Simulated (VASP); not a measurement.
NaMg3O4: single point with PBE

Crystal: NaMg3O4.

```
Mg Na O
1.0
     4.35375    0.00000    0.00000
     0.00000    4.35375    0.00000
     0.00000    0.00000    4.35375
Mg Na O
3 1 4
Cartesian
  2.1769 2.1769 0.0000
  2.1769 0.0000 2.1769
  0.0000 2.1769 2.1769
  0.0000 0.0000 0.0000
  0.0000 2.1769 0.0000
  0.0000 0.0000 2.1769
  2.1769 2.1769 2.1769
  2.1769 0.0000 0.0000
```

The cell comes from a database or a generator and needn't be the stable form of this composition.

```yaml
Program: VASP 6.6.1
Task: single point
Functional: PBE
Potentials_or_basis: VASP PAW PBE potentials, release 64 (Mg, Na, O)
Cutoff: 500 eV
k_mesh: 6 × 6 × 6
Occupations: gaussian, width 0.1 eV
Spin: no spin polarisation
```

```
Pressure               : -2.4 GPa
Band gap on the k mesh : none (metal or under the smearing width)
```

Levels at points of the mesh, in eV from the Fermi level:
```
           k point  band 12  band 13  band 14  band 15  band 16  band 17  band 18  band 19  band 20
(0.00, 0.00, 0.00)    -0.83    -0.83     0.22     0.22     0.22     4.42     9.11     9.11     9.67
(0.50, 0.00, 0.00)    -0.90    -0.65    -0.65    -0.17    -0.17     7.28     7.94    11.40    11.58
(0.50, 0.50, 0.00)    -0.78    -0.55    -0.55    -0.48    -0.03     8.71     9.26     9.26     9.31
(0.50, 0.50, 0.50)    -0.48    -0.48    -0.48    -0.03    -0.03     7.47     8.26     8.26     8.26
```

It took 27 s on 1 thread of Intel(R) Xeon(R) Platinum 8488C (Sapphire Rapids), on a shared host, peak memory 0.19 GiB.

Caveat: an odd number of electrons without spin polarisation forces a metal; a magnetic or distorted state may lie lower.
